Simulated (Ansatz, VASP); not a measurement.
**Cross-check of Sb (Antimony) between VASP and Ansatz**

Wanted: the spread between two codes on one cell, functional and k mesh. The cell is taken from a series of runs on this material, whose earlier steps may have relaxed, scaled, displaced or heated it; both programs get it as it stands.

Calculated with Ansatz 0.2.0; plane waves, with VASP 6.6.1 beside it; zone-centre phonons at PBEsol.

## Step 1: Set-up

It takes space group R-3m (No. 166, trigonal). The conventional cell has a = 4.308 Å, b = 4.308 Å, c = 10.955 Å, α = 90.00°, β = 90.00°, γ = 120.00°. Nearest to Sb lie 6 Sb at 2.92 to 3.27 Å.

Coordinates:

```xyz
2
Lattice="2.1542 1.2437 3.6515 -2.1542 1.2437 3.6515 0.0000 -2.4875 3.6515" Properties=species:S:1:pos:R:3 pbc="T T T"
Sb    0.0000    0.0000    2.5924
Sb    0.0000    0.0000    8.3622
```

## Step 2: VASP: zone-centre phonons, PBEsol

Second derivatives magnify differences that forces hide, and they need a tight electronic threshold.

Lines of VASP's logs that name or quote its potential files are left out, and so is its time.

Input file INCAR:

```
SYSTEM = Sb
PREC = Accurate
ENCUT = 500
EDIFF = 1E-08
NELM = 120
ISMEAR = 1
SIGMA = 0.2
LREAL = .FALSE.
ALGO = Normal
GGA = PS
NBANDS = 11
LORBIT = 11
LWAVE = .FALSE.
LCHARG = .FALSE.
ISIF = 2
IBRION = 8
LASPH = .TRUE.
GGA_COMPAT = .FALSE.
KPAR = 2
```

Input file POSCAR:

```
Sb
1.0
    2.1542042084      1.2437303796      3.6515245650
   -2.1542042084      1.2437303796      3.6515245650
    0.0000000000     -2.4874607592      3.6515245651
Sb
2
Direct
    0.2366510197      0.2366510197      0.2366510197
    0.7633489803      0.7633489803      0.7633489803
```

Input file KPOINTS:

```
Automatic mesh
0
Gamma
15 15 15
0 0 0
```

PAW data sets: Sb (PBE family, release 64).

Launch:

```sh
$ mpirun -np 2 vasp_std
```

Numbers of over 12 decimals in the logs are rounded to 6 here.

What it wrote:

```text
[banner, memory and clock lines left out]
running    2 mpi-ranks, on    1 nodes
 distrk:  each k-point on    1 cores,    2 groups
 distr:  one band on    1 cores,    1 groups

 POSCAR found type information on POSCAR Sb
 POSCAR found :  1 types and       2 ions
|                                                                             |
|               ----> ADVICE to this user running VASP <----                  |
|                                                                             |
|     You enforced a specific xc type in the INCAR file but a different       |
|     [... a line on the potential file left out ...]
|     I HOPE YOU KNOW WHAT YOU ARE DOING!                                     |
|                                                                             |

 LDA part: xc-table for (Slater+PW92), standard interpolation
 POSCAR, INCAR and KPOINTS ok, starting setup
 FFT: planning ... GRIDC
 FFT: planning ... GRID_SOFT
 FFT: planning ... GRID
 WAVECAR not read
 entering main loop
       N       E                     dE             d eps       ncg     rms          rms(c)
DAV:   1     0.342413324719E+02    0.34241E+02   -0.35401E+03  7568   0.694E+02
DAV:   2    -0.725491308315E+01   -0.41496E+02   -0.40219E+02 10112   0.112E+02
DAV:   3    -0.911005083859E+01   -0.18551E+01   -0.18317E+01  9219   0.266E+01
DAV:   4    -0.912707191054E+01   -0.17021E-01   -0.17012E-01  8516   0.296E+00
DAV:   5    -0.912725793747E+01   -0.18603E-03   -0.18603E-03  8839   0.353E-01    0.294E+00
DAV:   6    -0.911832777080E+01    0.89302E-02   -0.20004E-03  8536   0.276E-01    0.176E+00
DAV:   7    -0.911282324341E+01    0.55045E-02   -0.49470E-03  8321   0.424E-01    0.573E-02
DAV:   8    -0.911285372721E+01   -0.30484E-04   -0.11736E-04  8531   0.766E-02    0.169E-02
DAV:   9    -0.911286073870E+01   -0.70115E-05   -0.13349E-05  8534   0.232E-02    0.525E-03
DAV:  10    -0.911286025914E+01    0.47956E-06   -0.16740E-06  8552   0.726E-03    0.884E-04
DAV:  11    -0.911286035455E+01   -0.95406E-07   -0.14629E-07  8597   0.241E-03    0.453E-04
DAV:  12    -0.911286039079E+01   -0.36245E-07   -0.13186E-08  6669   0.650E-04    0.913E-05
DAV:  13    -0.911286039774E+01   -0.69449E-08   -0.15011E-09  4288   0.267E-04
   1 F= -.91128604E+01 E0= -.91136226E+01  d E =0.228652E-02
 Linear response reoptimize wavefunctions to high precision
DAV:   1    -0.911286039934E+01   -0.16038E-08   -0.15867E-10  5020   0.999E-05
DAV:   2    -0.911286039937E+01   -0.24613E-10   -0.21565E-11  4114   0.406E-05
 Linear response DOF=           2
 Linear response progress:
  Degree of freedom:   1/  2
       N       E                     dE             d eps       ncg     rms          rms(c)
RMM:   1    -0.250253180111E-01   -0.25025E-01    0.24717E-02 75102   0.118E+00
RMM:   2    -0.247947568894E-01    0.23056E-03   -0.16096E-03 58655   0.239E-01    0.490E-02
RMM:   3    -0.248005145843E-01   -0.57577E-05   -0.40655E-05 61718   0.390E-02    0.293E-02
RMM:   4    -0.248661031887E-01   -0.65589E-04   -0.19810E-05 61642   0.212E-02    0.219E-03
RMM:   5    -0.248740549857E-01   -0.79518E-05   -0.13550E-06 63131   0.365E-03    0.975E-04
RMM:   6    -0.248762266847E-01   -0.21717E-05    0.34513E-09 61996   0.920E-04    0.293E-04
RMM:   7    -0.248753813350E-01    0.84535E-06    0.15066E-07 64144   0.215E-04    0.767E-05
RMM:   8    -0.248753635195E-01    0.17815E-07    0.62205E-08 65131   0.534E-05    0.159E-05
RMM:   9    -0.248753548081E-01    0.87115E-08    0.50227E-09 64865   0.162E-05    0.119E-06
 first order change of Fermi-energy  -0.10148E-04
 force on displaced ion       1 direction 1 :  -1.795   0.000   0.000
 Linear response progress:
  Degree of freedom:   2/  2
       N       E                     dE             d eps       ncg     rms          rms(c)
RMM:   1    -0.259796841895E-01   -0.25980E-01    0.17931E-02 14885   0.119E+00
RMM:   2    -0.248716793269E-01    0.11080E-02   -0.15643E-03 11842   0.246E-01    0.473E-02
RMM:   3    -0.247788503424E-01    0.92829E-04   -0.40743E-05 12583   0.422E-02    0.286E-02
RMM:   4    -0.247201750122E-01    0.58675E-04   -0.26105E-05 12246   0.253E-02    0.682E-03
RMM:   5    -0.247335624679E-01   -0.13387E-04   -0.73989E-07 12699   0.523E-03    0.238E-03
RMM:   6    -0.247360110988E-01   -0.24486E-05   -0.40572E-08 12735   0.102E-03    0.797E-04
RMM:   7    -0.247350484313E-01    0.96267E-06    0.28452E-09 12905   0.293E-04    0.184E-04
RMM:   8    -0.247350633551E-01   -0.14924E-07    0.14021E-09 13045   0.573E-05    0.296E-05
RMM:   9    -0.247350572270E-01    0.61281E-08   -0.63493E-11 13166   0.168E-05    0.157E-05
 first order change of Fermi-energy  -0.45707E+00
 force on displaced ion       1 direction 3 :   0.000   0.000  -4.427
 Linear response finished
```

Parts of OUTCAR (step 2):

```text
ion  position               nearest neighbor table
   1  0.237  0.237  0.237-   2 2.92   2 2.92   2 2.92   2 3.27   2 3.27   2 3.27
   2  0.763  0.763  0.763-   1 2.92   1 2.92   1 2.92   1 3.27   1 3.27   1 3.27

  LATTYP: Found a trigonal (rhomboedric) cell.
 ALAT       =     4.4182680631
 COS(alpha) =     0.5245557359

 Subroutine GETGRP returns: Found 12 space group operations
 (whereof 12 operations were pure point group operations)

The static configuration has the point symmetry D_3d.

 Found    344 irreducible k-points:

   k-points           NKPTS =    344   k-points in BZ     NKDIM =    344   number of bands    NBANDS=     11

   dimension x,y,z NGX =    32 NGY =   32 NGZ =   32
   dimension x,y,z NGXF=    64 NGYF=   64 NGZF=   64

   ENCUT  =  500.0 eV  36.75 Ry    6.06 a.u.   8.06  8.06  8.06*2*pi/ulx,y,z

   NELECT =      10.0000    total number of electrons

 k-points in reciprocal lattice and weights: Automatic mesh
   0.00000000  0.00000000  0.00000000       0.000
   0.06666667  0.00000000  0.00000000       0.002
   0.13333333  0.00000000  0.00000000       0.002
   0.20000000  0.00000000  0.00000000       0.002
   0.26666667  0.00000000  0.00000000       0.002
   0.33333333  0.00000000  0.00000000       0.002
   0.40000000  0.00000000  0.00000000       0.002
   0.46666667  0.00000000  0.00000000       0.002
   0.06666667  0.06666667  0.00000000       0.002
[...]
0.46666667  0.46666667  0.46666667       0.001
  -0.46666667  0.46666667  0.46666667       0.002

 average (electrostatic) potential at core
       1 -85.3603       2 -85.3603

  Total        0.3188619      0.3188619      0.2970334      0.0000000     -0.0000000      0.0000000
  in kB        8.7031133      8.7031133      8.1073190      0.0000000     -0.0000000      0.0000000
  external PRESSURE =       8.5045152 kB  Pullay stress =       0.0000000 kB

  energy-cutoff  :      500.00
  volume of cell :       58.70
      direct lattice vectors                 reciprocal lattice vectors
     2.154204208  1.243730380  3.651524565     0.232104272  0.134005464  0.091286072
    -2.154204208  1.243730380  3.651524565    -0.232104272  0.134005464  0.091286072
     0.000000000 -2.487460759  3.651524565     0.000000000 -0.268010928  0.091286072

 POSITION                                       TOTAL-FORCE (eV/Angst)
 -----------------------------------------------------------------------------------
      0.00000      0.00000      2.59241         0.000000      0.000000      0.048850
      0.00000      0.00000      8.36216         0.000000      0.000000     -0.048850
 -----------------------------------------------------------------------------------
    total drift:                               -0.000000     -0.000000     -0.000000

 Eigenvectors and eigenvalues of the dynamical matrix
 ----------------------------------------------------

   1 f  =    4.215990 THz    26.489849 2PiTHz  140.630304 cm-1    17.435928 meV
             X         Y         Z           dx          dy          dz
      0.000000  0.000000  2.592411    -0.000000    0.000000   -0.707107
      0.000000  0.000000  8.362163     0.000000   -0.000000    0.707107

   2 f  =    2.684875 THz    16.869565 2PiTHz   89.557777 cm-1    11.103744 meV
             X         Y         Z           dx          dy          dz
      0.000000  0.000000  2.592411     0.707107    0.000013    0.000000
      0.000000  0.000000  8.362163    -0.707107   -0.000013   -0.000000

   3 f  =    2.684875 THz    16.869565 2PiTHz   89.557777 cm-1    11.103744 meV
             X         Y         Z           dx          dy          dz
      0.000000  0.000000  2.592411     0.000013   -0.707107   -0.000000
      0.000000  0.000000  8.362163    -0.000013    0.707107    0.000000

   4 f  =    0.000000 THz     0.000000 2PiTHz    0.000002 cm-1     0.000000 meV
             X         Y         Z           dx          dy          dz
      0.000000  0.000000  2.592411     0.044837    0.703992    0.048834
      0.000000  0.000000  8.362163     0.044837    0.703992    0.048834

   5 f/i=    0.000000 THz     0.000000 2PiTHz    0.000001 cm-1     0.000000 meV
             X         Y         Z           dx          dy          dz
      0.000000  0.000000  2.592411     0.029038    0.047051   -0.704942
      0.000000  0.000000  8.362163     0.029038    0.047051   -0.704942

   6 f/i=    0.000000 THz     0.000000 2PiTHz    0.000002 cm-1     0.000000 meV
             X         Y         Z           dx          dy          dz
      0.000000  0.000000  2.592411     0.705086   -0.046705    0.025927
      0.000000  0.000000  8.362163     0.705086   -0.046705    0.025927

 ELASTIC MODULI CONTR FROM IONIC RELAXATION (kBar)
 Direction    XX          YY          ZZ          XY          YZ          ZX
 --------------------------------------------------------------------------------
 XX        -101.4113    -75.5165   -141.9938     -0.0000     50.2059      0.0000
 YY         -75.5165   -101.4113   -141.9938      0.0000    -50.2059     -0.0000
 ZZ        -141.9938   -141.9938   -227.9148     -0.0000      0.0000      0.0000
 XY          -0.0000      0.0000     -0.0000    -12.9474      0.0000     47.2018
 YZ          50.2059    -50.2059      0.0000      0.0000   -194.6828     -0.0000
 ZX           0.0000     -0.0000      0.0000     47.2018     -0.0000   -172.0818
 --------------------------------------------------------------------------------
```

## Step 3: Ansatz: zone-centre phonons, PBEsol

Ansatz runs on its default PAW (the set named soft_2) files.

The same cell, functional, mesh and smearing now go to Ansatz, which takes its cutoff from its data sets.

Input file input.yaml:

```yaml
crystal:
  lattice:
    - [2.1542042084, 1.2437303796, 3.651524565]
    - [-2.1542042084, 1.2437303796, 3.651524565]
    - [0.0, -2.4874607592, 3.6515245651]
  atoms:
    - { symbol: Sb, position: [0.2366510197, 0.2366510197, 0.2366510197] }
    - { symbol: Sb, position: [0.7633489803, 0.7633489803, 0.7633489803] }
kpoints:
  mp_grid: { grid: [15, 15, 15] }
hamiltonian:
  xc: pbesol
scf:
  occupations: { method: methfessel_paxton, width: 0.2 }
output:
  eigenvalues: true
phonons:
  method: dfpt
```

Launch:

```sh
$ ansatz run input.yaml --threads 4 --pin off --max-ram 14336MiB --backend cpu --events-out ev --progress --plain --runs-dir out
```

What it wrote:

```text
Engine: ansatz 0.2.0, aarch64-unknown-linux-gnu
Pseudopotentials: kind: paw
Pseudopotential: Sb, paw, valence charge 15, recommended cutoff 420 eV (normal), Sb.paw.azcp
Functional definition: PBEsol
  exchange = pbesol_x
  correlation = pbesol_c
Crystal: 2 atoms, lattice volume = 58.700 Å³
Basis set: ecut = 420 eV, 1165 PW (Γ), exchange–correlation on 60×60×60 points (8 copies of the dense FFT grid, shifted against one another)
Bands: 19, of which v1, the nominal top of the filled ones, is band 15 counted from 1 (14 counted from 0)
Symmetry: 12 space group operations
k-points: 904 of 3375 (irreducible under 2 space group operations, time reversal used)
Non-local potential: Sb, projectors of the file, l = 0: 2, l = 1: 2, l = 2: 2, l = 3: 2
PAW form: soft (Blöchl's): semilocal exchange-correlation on the pseudo side does not see the compensation charge
PAW frozen core: Sb, regenerated for the run's functional, and the local potential with it (the file was generated under x = pbe(κ = 0.804, μ = 0.219515), c = pbe(β = 0.066725))
PAW one-centre angular grid: Sb, 590 points (default); XC on 64 Gauss nodes
Initial density: superposition of atomic densities (neutral atoms: chi_scale 0, normalization atom), corrected by the library's trained network
Initial wavefunctions: pseudopotential atomic-orbital guess
Functional: x = pbesol(κ = 0.804, μ = 0.123457), c = pbesol(β = 0.046)
SCF iter   1: F=—  HF=-12816.170111 eV  |F-HF|=—  |Δ(HF+E_count)|=         —  Δρ=2.68e-3  dr2=3.33e-3  ethr=1.77e-3  ⟨swp⟩=5.7  Hψ=83424  notcnv=0
preconditioner: auto → Kerker (q_TF=auto, 2.440 Å⁻¹)  [metal: Δε(μ)=0.047 eV  Ē_g=8.753 eV  σ=0.200 eV  W_gap=0.20  n_scr=14 (ndim 8)  ℏωp=15.3 eV  f_vac=0.001  D(μ)=0.21/eV (n_scr^D=0)]
SCF iter   2: F=—  HF=-12816.167447 eV  |F-HF|=—  |Δ(HF+E_count)|=   2.66e-3  S|Δr|=    0.00e0  Δρ=1.78e-3  dr2=1.24e-3  ethr=1.11e-5  ⟨swp⟩=2.7  Hψ=38873  notcnv=0
SCF iter   3: F=—  HF=-12816.167172 eV  |F-HF|=—  |Δ(HF+E_count)|=   2.74e-4  S|Δr|=    0.00e0  Δρ=7.34e-4  dr2=1.60e-4  ethr=4.14e-6  ⟨swp⟩=2.0  Hψ=30748  notcnv=0
SCF iter   4: F=—  HF=-12816.167046 eV  |F-HF|=—  |Δ(HF+E_count)|=   1.26e-4  S|Δr|=    0.00e0  Δρ=2.57e-4  dr2=2.69e-5  ethr=5.35e-7  ⟨swp⟩=2.0  Hψ=30688  notcnv=0
SCF iter   5: F=—  HF=-12816.167035 eV  |F-HF|=—  |Δ(HF+E_count)|=   1.10e-5  S|Δr|=    0.00e0  Δρ=5.18e-5  dr2=2.37e-6  ethr=8.97e-8  ⟨swp⟩=2.0  Hψ=30750  notcnv=0
SCF iter   6: F=—  HF=-12816.167034 eV  |F-HF|=—  |Δ(HF+E_count)|=   8.03e-7  S|Δr|=    0.00e0  Δρ=1.57e-5  dr2=2.68e-7  ethr=7.91e-9  ⟨swp⟩=2.7  Hψ=29751  notcnv=0
SCF iter   7: F=—  HF=-12816.167034 eV  |F-HF|=—  |Δ(HF+E_count)|=   4.05e-8  S|Δr|=    0.00e0  Δρ=1.14e-5  dr2=4.78e-8  ethr=8.92e-10  ⟨swp⟩=3.0  Hψ=31382  notcnv=0
SCF iter   8: F=—  HF=-12816.167034 eV  |F-HF|=—  |Δ(HF+E_count)|=   2.27e-8  S|Δr|=    0.00e0  Δρ=1.33e-6  dr2=1.24e-9  ethr=1.59e-10  ⟨swp⟩=2.0  Hψ=30743  notcnv=0
SCF iter   9: F=—  HF=-12816.167034 eV  |F-HF|=—  |Δ(HF+E_count)|=  1.73e-10  S|Δr|=    0.00e0  Δρ=2.58e-7  dr2=7.70e-11  ethr=4.12e-12  ⟨swp⟩=2.0  Hψ=30765  notcnv=0
SCF iter  10: F=-12816.167034 eV  HF=-12816.167034 eV  |F-HF|=0.00e0  |Δ(HF+E_count)|=  5.46e-12  S|Δr|=    0.00e0  Δρ=6.85e-8  dr2=5.59e-12  ethr=1.00e-12  ⟨swp⟩=6.0  Hψ=69422  notcnv=0
SCF 1 converged in 10 iterations: F = -12816.167034 eV  dr2 = 5.59e-12
  greatest PAW one-centre occupation: 0.996 electrons in one spin orbital (limit 2), on the Sb atom at site 1 (counted from 0), in its partial waves of l = 2
DFPT response loops at Γ: preconditioner auto → Kerker (q_TF=auto, 2.440 Å⁻¹) (partly filled bands, converged f_vac=0.000); β = 1.00, the filter's whole step (`scf.mixing.beta` (0.50) is not read by the response loops under this deck's `scf.mixing.preconditioner`; to damp them name `kerker` or `kerker_dos`, under which they read `scf.mixing.beta`, and type it under 1.00, their step now; both keys bind the ground state too); Broyden in place of MSR1
SCF converged after 10 iterations
Stability not checked: this state was not tested for a lower state beside it, because cold or Methfessel-Paxton smearing, or corrected tetrahedra, fill the levels in a way that the test cannot read (fill_not_monotonic; see scf.lower_state_search)
Free energy (F): -12816.167034 eV
Harris-Foulkes:  -12816.167034 eV  (|F-HF|=0.00e0)
Internal energy: -12816.169301 eV  (E = F + TS)
E sigma→0 (E₀):  -12816.167601 eV
Entropy (-TS):   0.002267 eV (1.133 meV/atom)
Fermi energy:    10.291545 eV
--- Per-component energies (eV) ---
  E_band       = -329.878022
  E_kinetic    = 415.341173
  E_local      = -3140.335945  (includes V_loc(G=0)·N_el)
  E_nonlocal   = 728.223902
  E_hartree    = 1424.267038
  E_xc         = -275.345309
  E_vxc        = -193.726824  (∫ρ·V_xc dr)
  E_paw        = -8999.196922  (= ΣΔE_a)
  E_vpaw       = -987.914358  (= ΣTr[D̂ρ^β])
  E_aug_tail   = -0.000004  (compensation charges beyond the density's cutoff)
  E_ewald      = -2969.786948
  E_core_change = 0.663714  (= ΣΔE_core)
  E_smearing   = 0.002267  (= −TS)
  E_closure    = -0.000000  (closes the sum)
  Σ components = -12816.167034   (vs F -12816.167034, Δ=0.00e0)
--- Band table (eV; the first three rows and the last of 904) ---
  k-point 0: bands = [... 11 lower, 5.6711, 8.3528, 8.4833, 8.4833, 12.7426, 13.1978, 13.1978, 15.2655]
  k-point 1: bands = [... 11 lower, 5.4071, 8.3707, 8.4788, 8.6177, 12.6753, 13.0409, 13.0453, 15.0489]
  k-point 2: bands = [... 11 lower, 4.7671, 8.3869, 8.4697, 8.9183, 12.4264, 12.6275, 12.6580, 14.8224]
  k-point 903: bands = [... 11 lower, 1.0947, 8.2467, 8.8362, 9.7700, 10.5012, 10.6406, 11.8592, 17.4075]
--- Phonons (Γ-DFPT): 2 representative perturbations + reference, on 904 of 3375 k-points (Σ response iterations 6) ---
  k mesh reduced under 2 symmetry operations, with k and −k counted as one. Each operation leaves every solved perturbation unchanged. A smaller set is not used because it would not reduce the number of displacements times k-points to solve
  ASR residual: 3.045e-5 → 0.000e0 eV/Å²; symmetrization residual: 4.669e-5 eV/Å²
  ASR residual per site (eV/Å²): 3.04e-5 3.04e-5
  Γ frequencies (cm⁻¹): 0.00 0.00 0.00 85.82 85.82 137.84
  non-analytic LO–TO correction: not included (Born effective charges unavailable; polar crystals: no LO–TO splitting at Γ)
```

The column dr2 measures how far the density is from self-consistency, as an energy; F and HF (Harris–Foulkes) agree once it is small.

## Step 4: Side by side

Known differences besides the potentials themselves: the data sets hold 30 valence electrons in Ansatz (on its default PAW (the set named soft_2) files) and 10 in VASP; the cutoff is 420 eV in Ansatz and 500 eV in VASP; Ansatz makes its cores anew for this functional, VASP keeps those of its PBE data sets. Total energies have different zeros and are not compared.

Both answers:

```
                  quantity  Ansatz   VASP  difference
optical mode 1 to 2 (cm⁻¹)    85.8   89.6     -4.17 %
     optical mode 3 (cm⁻¹)   137.8  140.6     -1.98 %
```

Modes are paired by rising frequency, not by their patterns, so a pair may set unlike modes beside each other; they are those without the splitting of longitudinal modes.

## Step 5: Outcome

* r.m.s. difference of the optical zone-centre modes, each program's sorted by frequency (zone-centre phonons, PBEsol): 3.5 cm⁻¹
* difference in optical mode 1 to 2 (zone-centre phonons, PBEsol): -4.2 %

The r.m.s. difference of the optical zone-centre modes, each program's sorted by frequency is 3.5 cm⁻¹ (zone-centre phonons, PBEsol). The data sets hold unlike numbers of valence electrons (30 in Ansatz and 10 in VASP), so part of the differences comes from the potentials. Among the rows given in per cent, the largest difference of the zone-centre phonons, PBEsol pair is in optical mode 1 to 2, -4.2 %. Such differences can come from data sets, numerical settings and the points named under the comparisons, not from the functional's error against experiment.

[Lines on the potential files, build, host, timing and source positions are cut from VASP's logs without a mark.]

[Logs are printed without paths, hosts, clocks, repeated set-up lines and the standing remarks that a program may print on its own settings, such as how far it seeks lower states.]

[Hosts, paths, dates, database ids (printed as entryN), source tags and the programs' standing remarks are cut or masked in the printed files.]
